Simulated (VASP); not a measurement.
Consider the following.

```
HoS
1.0
    0.00000     2.70728     2.70728
    2.70728     0.00000     2.70728
    2.70728     2.70728     0.00000
Ho S
1 1
Direct
  0.00000   0.00000   0.00000
  0.50000   0.50000   0.50000
```

Computed with PBEsol GGA with spin-orbit coupling, VASP's PBE PAW potentials (set 64) (plane waves; VASP 6.6.1). Numerical set-up: 400 eV cut-off, 11×11×11 Γ-centred mesh, Gaussian smearing of 0.050 eV, potentials Ho_3 S.

The 4f electrons are frozen in the core of the lanthanide potential, so 4f levels, which can set the real gap, and their magnetism are missing.

Q: Give the energies of bands 9 to 21 at the high-symmetry points, in eV from the Fermi level.

A: 
```
band      Γ      X      U      L      W
----  -----  -----  -----  -----  -----
9     -3.44  -5.50  -5.77  -7.48  -5.64
10    -3.44  -5.50  -5.77  -7.48  -5.64
11    -3.25  -4.13  -5.37  -5.39  -5.33
12    -3.25  -4.13  -5.37  -5.39  -5.33
13    -3.25  -3.90  -4.73  -5.38  -5.07
14    -3.25  -3.90  -4.73  -5.38  -5.07
15    -0.23  -2.51  -0.62   2.22   0.94
16    -0.23  -2.51  -0.62   2.22   0.94
17    -0.23   2.20   3.32   3.00   1.03
18    -0.23   2.20   3.32   3.00   1.03
19    -0.08   2.85   3.57   3.20   2.80
20    -0.08   2.85   3.57   3.20   2.80
21     0.80   4.30   3.71   3.34   3.97
```

It has no gap at this level: it comes out as a metal or semimetal.

The structure comes from a computed database's HoS entry (Fm-3m); how it stands against other phases isn't given here. It was relaxed first.
